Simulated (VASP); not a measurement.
A convergence study with VASP on BN (hex): one setting is varied, all else stays as given below, so the limit is that of these other settings.

```
CELL_PARAMETERS angstrom
      1.25200    -2.16853     0.00000
      1.25200     2.16853     0.00000
      0.00000     0.00000     6.66000
ATOMIC_POSITIONS crystal
  B  0.33333 0.66667 0.25000
  B  0.66667 0.33333 0.75000
  N  0.66667 0.33333 0.25000
  N  0.33333 0.66667 0.75000
```

All values below come from LDA (Ceperley-Alder, Perdew-Zunger), VASP's LDA PAW potentials (set 64) (plane waves; VASP). The tightest run used: 700 eV cut-off, 8×8×3 Γ-centred mesh, Gaussian smearing of 0.010 eV, potentials B N.

Question: The settings run are ENCUT = 300; ENCUT = 400; ENCUT = 500; ENCUT = 600; ENCUT = 700. From which on does the highest Γ mode stay within 5 cm⁻¹ of the tightest run?

Answer: From ENCUT = 400 on: it is off by 0.4 there and by no more than 5 in any finer run, while ENCUT = 300 is off by 17.1.
```tsv
setting	highest Γ mode (cm⁻¹)	plane waves	difference judged (cm⁻¹)
ENCUT = 300	1366.8	451	17.1
ENCUT = 400	1349.3	672	0.4
ENCUT = 500	1349.0	938	0.7
ENCUT = 600	1349.2	1221	0.5
ENCUT = 700	1349.6	1553	0.0
```

Left out are rungs that failed or repeat a setting and relaxations that didn't move; long series are thinned to 24 rows.

The compound is BN in the hex structure. The cell was not relaxed at this level.
